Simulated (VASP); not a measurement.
Output of a VASP run:

### OUTCAR
```
 ion  position               nearest neighbor table
   1  0.333  0.667  0.250-   2 2.79   2 2.79   2 2.79   2 2.79   2 2.79   2 2.79
   2  0.667  0.333  0.750-   1 2.79   1 2.79   1 2.79   1 2.79   1 2.79   1 2.79
  LATTYP: Found a hexagonal cell.
 ALAT       =     2.6504749800
 C/A-ratio  =     1.7571382106
 Subroutine PRICEL returns:
 Original cell was already a primitive cell.
 Subroutine GETGRP returns: Found 24 space group operations
The static configuration has the point symmetry D_3d.
 The point group associated with its full space group is D_6h.
The dynamic configuration has the point symmetry D_3d.
 Subroutine INISYM returns: Found 24 space group operations
 Subroutine IBZKPT returns following result:
 Found    150 irreducible k-points:

 Following reciprocal coordinates:
            Coordinates               Weight
  0.000000  0.000000  0.000000      1.000000
  0.062500  0.000000  0.000000      6.000000
  0.125000  0.000000  0.000000      6.000000
  0.187500  0.000000  0.000000      6.000000
  0.250000  0.000000  0.000000      6.000000
  0.312500  0.000000  0.000000      6.000000
  0.375000  0.000000  0.000000      6.000000
  0.437500  0.000000  0.000000      6.000000
  0.500000  0.000000  0.000000      3.000000
  0.062500  0.062500  0.000000      6.000000
  0.125000  0.062500  0.000000     12.000000
  0.187500  0.062500  0.000000     12.000000
  0.250000  0.062500  0.000000     12.000000
  0.312500  0.062500  0.000000     12.000000
  0.375000  0.062500  0.000000     12.000000
  0.437500  0.062500  0.000000     12.000000
  0.125000  0.125000  0.000000      6.000000
  0.187500  0.125000  0.000000     12.000000
  0.250000  0.125000  0.000000     12.000000
  0.312500  0.125000  0.000000     12.000000
  0.375000  0.125000  0.000000     12.000000
  0.437500  0.125000  0.000000      6.000000
  0.187500  0.187500  0.000000      6.000000
  0.250000  0.187500  0.000000     12.000000
  0.312500  0.187500  0.000000     12.000000
  0.375000  0.187500  0.000000     12.000000
  0.250000  0.250000  0.000000      6.000000
  0.312500  0.250000  0.000000     12.000000
  0.375000  0.250000  0.000000      6.000000
  0.312500  0.312500  0.000000      6.000000
  0.000000  0.000000  0.125000      2.000000
  0.062500  0.000000  0.125000     12.000000
  0.125000  0.000000  0.125000     12.000000
  0.187500  0.000000  0.125000     12.000000
  0.250000  0.000000  0.125000     12.000000
  0.312500  0.000000  0.125000     12.000000
  0.375000  0.000000  0.125000     12.000000
  0.437500  0.000000  0.125000     12.000000
  0.500000  0.000000  0.125000      6.000000
  0.062500  0.062500  0.125000     12.000000
   k-points           NKPTS =    150   k-points in BZ     NKDIM =    150   number of bands    NBANDS=     16
   number of dos      NEDOS =    301   number of ions     NIONS =      2
   total plane-waves  NPLWV =  14400
   dimension x,y,z NGX =    20 NGY =   20 NGZ =   36
   dimension x,y,z NGXF=    40 NGYF=   40 NGZF=   72
   ions per type =               2
   PREC   = accura    normal or accurate (medium, high low for compatibility)
   ISTART =      0    job   : 0-new  1-cont  2-samecut
   ICHARG =      2    charge: 1-file 2-atom 10-const
   ISPIN  =      1    spin polarized calculation?
   LNONCOLLINEAR =      F non collinear calculations
   LSORBIT =      F    spin-orbit coupling
   INIWAV =      1    electr: 0-lowe 1-rand  2-diag
   ENCUT  =  520.0 eV  38.22 Ry    6.18 a.u.   4.93  4.93  8.66*2*pi/ulx,y,z
   NELM   =    100;   NELMIN=  2; NELMDL= -5     # of ELM steps
   EDIFF  = 0.1E-06   stopping-criterion for ELM
   LREAL  =      F    real-space projection
   NLSPLINE    = F    spline interpolate recip. space projectors
   LMAXMIX     =    4 max onsite mixed and CHGCAR
   VOSKOWN=      0    Vosko Wilk Nusair interpolation
   EDIFFG = -.1E-01   stopping-criterion for IOM
   NSW    =     30    number of steps for IOM
...
```

**OSZICAR**
```
...
DAV:  10    -0.218317224689E+01   -0.26027E-05   -0.25576E-05  5320   0.687E-02    0.316E-03
DAV:  11    -0.218317201248E+01    0.23441E-06   -0.12091E-07  4992   0.528E-03    0.182E-03
DAV:  12    -0.218317161928E+01    0.39319E-06   -0.39077E-08  3160   0.426E-03    0.801E-05
DAV:  13    -0.218317162410E+01   -0.48121E-08   -0.10782E-08  2984   0.112E-03
   1 F= -.29245094E+01 E0= -.29245577E+01  d E =-.292451E+01
       N       E                     dE             d eps       ncg     rms          rms(c)
DAV:   1    -0.222187585344E+01   -0.38704E-01   -0.73923E-01  5576   0.830E+00    0.118E+00
DAV:   2    -0.220006682452E+01    0.21809E-01   -0.21056E-02  5176   0.284E+00    0.708E-01
DAV:   3    -0.218816851425E+01    0.11898E-01   -0.14958E-02  6712   0.230E+00    0.751E-02
DAV:   4    -0.218830684114E+01   -0.13833E-03   -0.17353E-03  5168   0.498E-01    0.469E-02
DAV:   5    -0.218830431557E+01    0.25256E-05   -0.14380E-05  5760   0.925E-02    0.521E-03
DAV:   6    -0.218830350346E+01    0.81212E-06   -0.13120E-06  6320   0.159E-02    0.949E-04
DAV:   7    -0.218830352929E+01   -0.25838E-07   -0.12007E-07  3064   0.460E-03
   2 F= -.29306885E+01 E0= -.29307244E+01  d E =-.617915E-02
       N       E                     dE             d eps       ncg     rms          rms(c)
DAV:   1    -0.227109351779E+01   -0.82790E-01   -0.17401E+00  5640   0.127E+01    0.180E+00
DAV:   2    -0.221948992349E+01    0.51604E-01   -0.50884E-02  5200   0.421E+00    0.108E+00
DAV:   3    -0.219172940303E+01    0.27761E-01   -0.36359E-02  6656   0.337E+00    0.117E-01
DAV:   4    -0.219204408527E+01   -0.31468E-03   -0.38712E-03  5088   0.727E-01    0.768E-02
DAV:   5    -0.219203712804E+01    0.69572E-05   -0.43557E-05  5648   0.115E-01    0.114E-02
DAV:   6    -0.219203329655E+01    0.38315E-05   -0.45965E-06  6464   0.342E-02    0.114E-03
DAV:   7    -0.219203339288E+01   -0.96329E-07   -0.50450E-07  5432   0.849E-03
   3 F= -.29364614E+01 E0= -.29364979E+01  d E =-.119520E-01
       N       E                     dE             d eps       ncg     rms          rms(c)
DAV:   1    -0.220412624837E+01   -0.12093E-01   -0.28774E-01  5632   0.518E+00    0.733E-01
DAV:   2    -0.219555626845E+01    0.85700E-02   -0.81622E-03  5192   0.177E+00    0.441E-01
DAV:   3    -0.219088814371E+01    0.46681E-02   -0.60486E-03  6672   0.140E+00    0.472E-02
DAV:   4    -0.219094351395E+01   -0.55370E-04   -0.66339E-04  5104   0.303E-01    0.302E-02
DAV:   5    -0.219094208077E+01    0.14332E-05   -0.62856E-06  5664   0.575E-02    0.442E-03
DAV:   6    -0.219094170611E+01    0.37465E-06   -0.83282E-07  5624   0.123E-02    0.668E-04
DAV:   7    -0.219094172484E+01   -0.18722E-07   -0.39452E-08  2712   0.249E-03
   4 F= -.29363560E+01 E0= -.29364446E+01  d E =-.118466E-01
       N       E                     dE             d eps       ncg     rms          rms(c)
DAV:   1    -0.219611620477E+01   -0.51745E-02   -0.93250E-02  5600   0.295E+00    0.418E-01
DAV:   2    -0.219331562162E+01    0.28006E-02   -0.25715E-03  5176   0.100E+00    0.251E-01
DAV:   3    -0.219182041251E+01    0.14952E-02   -0.19273E-03  6648   0.802E-01    0.268E-02
DAV:   4    -0.219183697951E+01   -0.16567E-04   -0.22202E-04  5128   0.180E-01    0.161E-02
DAV:   5    -0.219183729270E+01   -0.31319E-06   -0.17634E-06  5928   0.407E-02    0.178E-03
DAV:   6    -0.219183721708E+01    0.75614E-07   -0.18906E-07  3160   0.784E-03
   5 F= -.29366779E+01 E0= -.29367517E+01  d E =-.121686E-01
```

### OUTCAR
```
------------------------ aborting loop because EDIFF is reached ----------------------------------------
 Edisp (eV)   -0.74484
  FORCE on cell =-STRESS in cart. coord.  units (eV):
  Direction    XX          YY          ZZ          XY          YZ          ZX
  --------------------------------------------------------------------------------------
  Total       0.15451     0.15451     0.16126     0.00000     0.00000    -0.00000
  in kB       8.73717     8.73717     9.11866     0.00000     0.00000    -0.00000
  external pressure =        8.86 kB  Pullay stress =        0.00 kB
  volume of cell :       28.33
      direct lattice vectors                 reciprocal lattice vectors
     1.305793387 -2.261700895  0.000000000     0.382908969 -0.221072557  0.000000000
     1.305793387  2.261700895  0.000000000     0.382908969  0.221072557  0.000000000
    -0.000000000  0.000000000  4.796981142    -0.000000000  0.000000000  0.208464443
 POSITION                                       TOTAL-FORCE (eV/Angst)
 -----------------------------------------------------------------------------------
      1.30579      0.75390      1.19925         0.000000      0.000000     -0.000000
      1.30579     -0.75390      3.59774        -0.000000     -0.000000      0.000000
 -----------------------------------------------------------------------------------
    total drift:                                0.000000      0.000065      0.000004
  FREE ENERGIE OF THE ION-ELECTRON SYSTEM (eV)
  ---------------------------------------------------
  free  energy   TOTEN  =        -2.9366779459 eV

  energy  without entropy=       -2.9368992910  energy(sigma->0) =       -2.93675173

 reached required accuracy - stopping structural energy minimisation
```
(Selected blocks of OUTCAR.)

**POSCAR**
```
Zn
1
    1.3252373079    -2.2953787699     0.0000000000
    1.3252373079     2.2953787699     0.0000000000
    0.0000000000     0.0000000000     4.6572508635
Zn
2
Direct
  0.3333330000   0.6666670000   0.2500000000
  0.6666670000   0.3333330000   0.7500000000
```

Q: Write an INCAR and KPOINTS that could have produced this output.

A: Several could match; the one computed here: the input of the run itself, PBE GGA with D3 dispersion (zero damping), plane waves, VASP's PBE PAW potentials (set 64).

INCAR:
```
ALGO = Normal
EDIFF = 1E-7
EDIFFG = -0.01
ENCUT = 520
GGA = PE
IBRION = 2
ISIF = 4
ISMEAR = 1
IVDW = 11
LASPH = .TRUE.
LCHARG = .FALSE.
LMAXMIX = 4
LREAL = .FALSE.
LWAVE = .FALSE.
NELM = 100
NSW = 30
PREC = Accurate
SIGMA = 0.1
SYSTEM = Zn
```

File KPOINTS:
```
Automatic mesh
0
Gamma
16 16 8
0 0 0
```

POTCAR, in this order: Zn (PBE.64 set). Program: vasp_std.

The compound is Zn in the hcp structure. This run relaxes it. Symmetry was kept, so distortions that lower it aren't found.
